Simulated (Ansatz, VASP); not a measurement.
# NaV2P2: VASP beside Ansatz

Wanted: the spread between two codes on one cell, functional and k mesh. The cell is invented: As first built, before any earlier steps moved the atoms: it takes the KFe2P2 structure with some of its atoms replaced by other elements, volume scaled by an estimate. It may not be a known or stable phase. The cell comes out of the VASP series on this material, whose earlier steps may have relaxed, scaled or displaced it; both programs get it as it stands.

Program: Ansatz 0.2.0. Level of theory: plane waves, with VASP 6.6.1 beside it; relaxation of cell and atoms at PBE. Results are calculated unless marked as measured.

## (1) The starting structure

It takes space group I4/mmm (No. 139, tetragonal). Conventional cell: a = 3.822 Å, b = 3.822 Å, c = 10.536 Å, α = 90.00°, β = 90.00°, γ = 90.00°. V has 4 P at 2.40 Å and 4 V at 2.70 Å and 4 Na at 3.25 Å nearest. Nearest to P lie 1 P at 2.38 Å and 4 V at 2.40 Å and 4 Na at 2.95 Å. Na has 8 P at 2.95 Å and 8 V at 3.25 Å nearest. As first built, before any earlier steps moved the atoms: sites of the KFe2P2 structure (space group 139) filled with other elements, volume scaled by an estimate. Farther neighbours are not listed.

As a file:

```cif
data_structure
_symmetry_space_group_name_H-M 'I4/mmm'
_symmetry_Int_Tables_number 139
_cell_length_a 3.8221
_cell_length_b 3.8221
_cell_length_c 10.5359
_cell_angle_alpha 90.000
_cell_angle_beta 90.000
_cell_angle_gamma 90.000
_cell_volume 153.92
loop_
_atom_site_label
_atom_site_type_symbol
_atom_site_symmetry_multiplicity
_atom_site_Wyckoff_symbol
_atom_site_fract_x
_atom_site_fract_y
_atom_site_fract_z
_atom_site_occupancy
V1 V 4 d 0.00000 0.50000 0.25000 1
P1 P 4 e 0.00000 0.00000 0.38712 1
Na1 Na 2 a 0.00000 0.00000 0.00000 1
```

## (2) VASP: relaxation of cell and atoms, PBE

The relaxed volume is the usual yardstick between codes: its relative difference is about their pressure difference at one cell divided by the bulk modulus.

Lines of VASP's logs that name or quote its potential files are left out, and so is its time.

File INCAR:

```
SYSTEM = NaV2P2
PREC = Accurate
ENCUT = 520
EDIFF = 1E-06
NELM = 100
ISMEAR = -1
SIGMA = 0.05
LREAL = .FALSE.
ALGO = Normal
GGA = PE
NBANDS = 30
ISPIN = 2
MAGMOM = 2 2 0 0 0
LMAXMIX = 4
LORBIT = 11
LWAVE = .FALSE.
LCHARG = .FALSE.
KPAR = 2
IBRION = 2
NSW = 60
ISIF = 3
EDIFFG = -0.01
```

File POSCAR:

```
NaV2P2
1.0
   -1.9110641268      1.9110641268      5.2679736270
    1.9110641268     -1.9110641268      5.2679736270
    1.9110641268      1.9110641268     -5.2679736270
V P Na
2 2 1
Direct
    0.7500000000      0.2500000000      0.5000000000
    0.2500000000      0.7500000000      0.5000000000
    0.3871222616      0.3871222616      0.0000000000
    0.6128777384      0.6128777384      0.0000000000
    0.0000000000      0.0000000000      0.0000000000
```

File KPOINTS:

```
Automatic mesh
0
Gamma
7 7 7
0 0 0
```

PAW data sets: V_sv, P and Na_pv (PBE family, release 64).

Launch:

```sh
> mpirun -np 2 vasp_std
```

Numbers of over 12 decimals in the logs are rounded to 6 here.

What it wrote:

```text
[banner, memory and clock lines left out]
running    2 mpi-ranks, on    1 nodes
 distrk:  each k-point on    1 cores,    2 groups
 distr:  one band on    1 cores,    1 groups

 POSCAR found type information on POSCAR V P Na
 POSCAR found :  3 types and       5 ions
 LDA part: xc-table for (Slater+PW92), standard interpolation
 POSCAR, INCAR and KPOINTS ok, starting setup
 FFT: planning ... GRIDC
 FFT: planning ... GRID_SOFT
 FFT: planning ... GRID
 WAVECAR not read
 entering main loop
       N       E                     dE             d eps       ncg     rms          rms(c)
DAV:   1     0.523293282010E+03    0.52329E+03   -0.23804E+04  5216   0.157E+03
DAV:   2    -0.179504708836E+01   -0.52509E+03   -0.50991E+03  4830   0.491E+02
DAV:   3    -0.348473839470E+02   -0.33052E+02   -0.31757E+02  6030   0.127E+02
DAV:   4    -0.357899355235E+02   -0.94255E+00   -0.93822E+00  5666   0.210E+01
DAV:   5    -0.358128005894E+02   -0.22865E-01   -0.22857E-01  6000   0.348E+00    0.311E+01
DAV:   6    -0.342035587250E+02    0.16092E+01   -0.37413E+01  5992   0.420E+01    0.110E+01
DAV:   7    -0.330705735096E+02    0.11330E+01   -0.10455E+01  5644   0.264E+01    0.859E+00
DAV:   8    -0.329234583544E+02    0.14712E+00   -0.12227E+00  5460   0.746E+00    0.220E+00
DAV:   9    -0.329181199773E+02    0.53384E-02   -0.10607E-01  6046   0.195E+00    0.955E-01
DAV:  10    -0.329179991742E+02    0.12080E-03   -0.43506E-03  5570   0.475E-01    0.352E-01
DAV:  11    -0.329172712992E+02    0.72787E-03   -0.32838E-03  5754   0.458E-01    0.128E-01
DAV:  12    -0.329172905592E+02   -0.19260E-04   -0.36062E-04  5776   0.140E-01    0.731E-02
DAV:  13    -0.329173003907E+02   -0.98315E-05   -0.55596E-05  5886   0.450E-02    0.323E-02
DAV:  14    -0.329173008749E+02   -0.48419E-06   -0.18822E-05  5006   0.273E-02    0.124E-02
DAV:  15    -0.329173020493E+02   -0.11744E-05   -0.33223E-06  4794   0.123E-02    0.572E-03
DAV:  16    -0.329173020430E+02    0.63319E-08   -0.30436E-07  2994   0.426E-03
   1 F= -.32917302E+02 E0= -.32913991E+02  d E =-.329173E+02  mag=     0.0000
[...]
2 F= -.32917568E+02 E0= -.32914269E+02  d E =-.265775E-03  mag=    -0.0000
[...]
3 F= -.32917793E+02 E0= -.32914489E+02  d E =-.490607E-03  mag=    -0.0000
 curvature:  -0.30 expect dE=-0.417E-04 dE for cont linesearch -0.786E-07
 trial: gam= 0.07102 g(F)=  0.187E-04 g(S)=  0.119E-03 ort = 0.207E-04 (trialstep = 0.919E+00)
 search vector abs. value=  0.149E-03
 bond charge predicted
       N       E                     dE             d eps       ncg     rms          rms(c)
DAV:   1    -0.329182361020E+02   -0.44256E-03   -0.14365E-02  4920   0.124E+00    0.138E-01
DAV:   2    -0.329179726510E+02    0.26345E-03   -0.88585E-04  5340   0.234E-01    0.852E-02
DAV:   3    -0.329179102552E+02    0.62396E-04   -0.25548E-04  5500   0.134E-01    0.402E-02
DAV:   4    -0.329178859519E+02    0.24303E-04   -0.55917E-05  5576   0.590E-02    0.119E-02
DAV:   5    -0.329178847787E+02    0.11732E-05   -0.62322E-06  4672   0.164E-02    0.408E-03
DAV:   6    -0.329178847606E+02    0.18092E-07   -0.43167E-07  2820   0.502E-03
   4 F= -.32917885E+02 E0= -.32914610E+02  d E =-.921110E-04  mag=     0.0000
 trial-energy change:   -0.000092  1 .order   -0.000089   -0.000128   -0.000051
 step:   1.5236(harm=  1.5236)  dis= 0.00083  next Energy=   -32.917899 (dE=-0.106E-03)
 reached required accuracy - stopping structural energy minimisation
```

From OUTCAR (step 2):

```text
ion  position               nearest neighbor table
   1  0.750  0.250  0.500-   3 2.40   4 2.40   3 2.40   4 2.40   2 2.70   2 2.70   2 2.70   2 2.70

  LATTYP: Found a body centered tetragonal cell.
 ALAT       =     3.8221282536
 C/A-ratio  =     2.7565655977

 Subroutine GETGRP returns: Found 16 space group operations
 (whereof 16 operations were pure point group operations)

The static configuration has the point symmetry D_4h.

 Found     40 irreducible k-points:

   k-points           NKPTS =     40   k-points in BZ     NKDIM =     40   number of bands    NBANDS=     30

   dimension x,y,z NGX =    48 NGY =   48 NGZ =   48
   dimension x,y,z NGXF=    96 NGYF=   96 NGZF=   96

   ENCUT  =  520.0 eV  38.22 Ry    6.18 a.u.  11.01 11.01 11.01*2*pi/ulx,y,z

   NELECT =      43.0000    total number of electrons

 k-points in reciprocal lattice and weights: Automatic mesh
   0.00000000  0.00000000  0.00000000       0.003
   0.14285714  0.00000000 -0.00000000       0.023
   0.28571429  0.00000000  0.00000000       0.023
   0.42857143  0.00000000 -0.00000000       0.023
   0.14285714  0.14285714 -0.00000000       0.023
   0.28571429  0.14285714 -0.00000000       0.047
   0.42857143  0.14285714 -0.00000000       0.047
  -0.42857143  0.14285714  0.00000000       0.047
  -0.28571429  0.14285714  0.00000000       0.047
[...]
-0.42857143  0.42857143  0.42857143       0.012
  -0.42857143 -0.42857143  0.42857143       0.006

 average (electrostatic) potential at core
       1 -73.0421       2 -73.0421       3 -81.2678       4 -81.2678       5 -42.0350

 E-fermi :   7.4955

 spin component 1
 k-point     1 :       0.0000    0.0000    0.0000
  band No.  band energies     occupation
    ...
     17       4.3375      1.00000
     18       5.5910      1.00000
     19       5.8996      1.00000
     20       5.8996      1.00000
     21       6.9245      0.99999
     22       7.9255      0.00018
     23       9.2406      0.00000
     24       9.2406      0.00000
     25       9.4331      0.00000
     26       9.6062      0.00000
    ...

 k-point     2 :       0.1429    0.0000   -0.0000
  band No.  band energies     occupation
    ...
     17       4.4762      1.00000
     18       5.5037      1.00000
     19       5.7271      1.00000
     20       5.7851      1.00000
     21       6.9251      0.99999
     22       7.9427      0.00013
     23       8.9408      0.00000
     24       9.0073      0.00000
     25       9.0200      0.00000
     26       9.4590      0.00000
    ...

 k-point     3 :       0.2857    0.0000    0.0000
  band No.  band energies     occupation
    ...
     17       4.3732      1.00000
     18       5.2191      1.00000
     19       5.4700      1.00000
     20       6.1591      1.00000
     21       6.9037      0.99999
     22       7.9318      0.00016
     23       8.4436      0.00000
     24       8.4716      0.00000
     25       8.6629      0.00000
     26       9.2026      0.00000
    ...

 k-point     4 :       0.4286    0.0000   -0.0000
  band No.  band energies     occupation
    ...
     17       4.3116      1.00000
     18       5.1392      1.00000
     19       5.6885      1.00000
     20       6.8249      1.00000
     21       7.0137      0.99993
     22       7.6454      0.04746
     23       7.7939      0.00255
     24       7.9366      0.00015
     25       8.2604      0.00000
     26       9.4006      0.00000
    ...

 k-point     5 :       0.1429    0.1429   -0.0000
  band No.  band energies     occupation
    ...
     17       4.6657      1.00000
     18       5.1012      1.00000
     19       5.5642      1.00000
     20       5.8434      1.00000
     21       6.8625      1.00000
     22       7.8944      0.00034
     23       8.6977      0.00000
     24       8.8266      0.00000
     25       8.9202      0.00000
     26       9.3460      0.00000
    ...

 k-point     6 :       0.2857    0.1429   -0.0000
  band No.  band energies     occupation
    ...
     17       4.4802      1.00000
     18       5.0757      1.00000
     19       5.3513      1.00000
     20       6.1601      1.00000
     21       6.7301      1.00000
     22       7.7051      0.01489
     23       8.3714      0.00000
     24       8.5294      0.00000
     25       8.6011      0.00000
     26       9.1429      0.00000
    ...

  Total       -0.0187214     -0.0187214      0.0341516      0.0000000      0.0000000      0.0000000
  in kB       -0.3884113     -0.3884113      0.7085399      0.0000000      0.0000000      0.0000000
  external PRESSURE =      -0.0227609 kB  Pullay stress =       0.0000000 kB

  energy-cutoff  :      520.00
  volume of cell :       77.22
      direct lattice vectors                 reciprocal lattice vectors
    -1.911680306  1.911680306  5.282827888     0.000000000  0.261550008  0.094646279
     1.911680306 -1.911680306  5.282827888     0.261550008  0.000000000  0.094646279
     1.911680306  1.911680306 -5.282827888     0.261550008  0.261550008  0.000000000

 POSITION                                       TOTAL-FORCE (eV/Angst)
 -----------------------------------------------------------------------------------
     -0.00000      1.91168      2.64141         0.000000      0.000000     -0.000000
      1.91168     -0.00000      2.64141         0.000000      0.000000     -0.000000
      1.91168      1.91168     -1.19209         0.000000      0.000000     -0.005130
      0.00000      0.00000      6.47492        -0.000000     -0.000000      0.005130
      1.91168      1.91168     -5.28283         0.000000      0.000000      0.000000
 -----------------------------------------------------------------------------------
    total drift:                                0.000000     -0.000000      0.000000

  FREE ENERGIE OF THE ION-ELECTRON SYSTEM (eV)
  ---------------------------------------------------
  free  energy   TOTEN  =       -32.9178847606 eV

  energy  without entropy=      -32.9113345157  energy(sigma->0) =      -32.91460964

 reached required accuracy - stopping structural energy minimisation

 total charge
# of ion       s       p       d       tot
------------------------------------------
    1        2.261   6.220   3.134  11.615
    2        2.261   6.220   3.134  11.615
    3        1.019   1.512   0.000   2.531
    4        1.019   1.512   0.000   2.531
    5        0.077   6.003   0.000   6.080
--------------------------------------------------
tot          6.635  21.468   6.269  34.372

 magnetization (x)
# of ion       s       p       d       tot
------------------------------------------
    1       -0.000  -0.000   0.000  -0.000
    2       -0.000  -0.000   0.000  -0.000
    3        0.000   0.000   0.000   0.000
    4        0.000   0.000   0.000   0.000
    5       -0.000  -0.000   0.000  -0.000
--------------------------------------------------
tot          0.000   0.000   0.000   0.000

[... 1 further part left out ...]
```

CONTCAR:

```
NaV2P2
   1.00000000000000
    -1.9116803060128096    1.9116803060128096    5.2828278884211120
     1.9116803060128096   -1.9116803060128096    5.2828278884211120
     1.9116803060128096    1.9116803060128096   -5.2828278884211120
  V               P               Na
     2     2     1
Direct
     0.7500000000000000    0.2500000000000000    0.5000000000000000
     0.2500000000000000    0.7500000000000000    0.5000000000000000
     0.3871733572768470    0.3871733572768470    1.0000000000000000
     0.6128266427231530    0.6128266427231530    0.0000000000000000
     0.0000000000000000    0.0000000000000000    1.0000000000000000
```

The run keeps the 16 symmetry operations of its start, so it cannot find a distortion of lower symmetry.

(Part 1 of 2 ends here.)

[Lines on the potential files, build, host, timing and source positions are cut from VASP's logs without a mark.]

[Logs are printed without paths, hosts, clocks, repeated set-up lines and the standing remarks that a program may print on its own settings, such as how far it seeks lower states.]

[Hosts, paths, dates, database ids (printed as entryN), source tags and the programs' standing remarks are cut or masked in the printed files.]
